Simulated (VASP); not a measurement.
A cell of SiC (zinc blende) near equilibrium:

```yaml
crystal:
  lattice:
    - [0.00000, 2.18970, 2.18970]
    - [2.18970, 0.00000, 2.18970]
    - [2.18970, 2.18970, 0.00000]
  atoms:
    - { symbol: Si, position: [0.00000, 0.00000, 0.00000] }
    - { symbol: C, position: [0.25000, 0.25000, 0.25000] }
```

Calculation: PBE GGA, VASP's PBE PAW potentials (set 64) (plane waves; VASP 6.6.1).

| run | ΔE (meV/atom) | σxx | σyy | σzz | largest shear component, with its sign (GPa) | gap (eV) |
|---|---|---|---|---|---|---|
| as it is | 0.0 | -0.14 | -0.14 | -0.14 | 0.00 | 1.37 |
| after one change | 89.1 | -19.87 | -19.87 | -19.87 | 0.00 | 1.47 |
Stress is in GPa, positive when the cell is compressed; gaps are those on the k-mesh, and 0.00 means metallic.

Question: Name the change that produced these shifts.
A. isotropic strain of -1.0 %
B. isotropic strain of +4.0 %
C. uniaxial strain of +0.5 % along y
D. biaxial strain of +1.5 % in the xy plane

Answer: B, isotropic strain of +4.0 %

The compound is SiC in the zinc blende structure.
